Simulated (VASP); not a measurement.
Write the native input for VASP 6.6.1 that does the following.

```yaml
Task: relaxation of the atoms
Functional: PBE
Potentials_or_basis: VASP PAW PBE potentials, release 64 (Cl, B, Se, H)
Cutoff: 520 eV
k_mesh: 1 × 1 × 1
Occupations: gaussian, width 0.01 eV
Spin: no spin polarisation
Further_INCAR_settings: ALGO = Normal; EDIFF = 1e-07; IBRION = 2; EDIFFG = -0.01; NSW = 60
```

The structure of Cl2BSeH lies in POSCAR:

```
BHSeCl2
1.0
   12.0000000000      0.0000000000      0.0000000000
    0.0000000000     13.0000000000      0.0000000000
    0.0000000000      0.0000000000     13.0000000000
Cl B Se H
2 1 1 1
Direct
    0.5301070000      0.5224630000      0.6183250000
    0.5964820000      0.3682380000      0.4569930000
    0.5260820000      0.4813130000      0.4926590000
    0.4455240000      0.5520860000      0.3851400000
    0.4050670000      0.6349770000      0.4537070000
```

The cell isn't the ideal one: atoms moved at random, drawn with an rms of 0.02 Å.

One way to write it, as run:

INCAR

```
PREC = Accurate ; ENCUT = 520
EDIFF = 1E-7 ; ISMEAR = 0
SIGMA = 0.01 ; LREAL = F
LASPH = T ; NELM = 60
ALGO = Normal ; ISIF = 2
LWAVE = F ; LCHARG = F
GGA = PE ; IBRION = 2
NSW = 60 ; EDIFFG = -0.01
```

KPOINTS

```
regular mesh
0
Gamma
  1 1 1
```

Potentials or basis: VASP PAW PBE potentials, release 64 (Cl, B, Se, H).

Launch:

```bash
$ cat potpaw_PBE.64/Cl/POTCAR potpaw_PBE.64/B/POTCAR potpaw_PBE.64/Se/POTCAR potpaw_PBE.64/H/POTCAR > POTCAR
$ mpirun -np 1 vasp_gam > vasp.out
```

It gave:

```
Energy gained by relaxing       : 2.2 meV/atom
Ionic steps                     : 8
Largest force after relaxing    : 0.007 eV/Å
Gap between the frontier levels : 4.27 eV
```

Wall time 14 min on 1 thread of Intel(R) Xeon(R) Platinum 8259CL CPU @ 2.50GHz (Skylake/Cascade Lake) (shared host), peak memory 1.5 GiB.
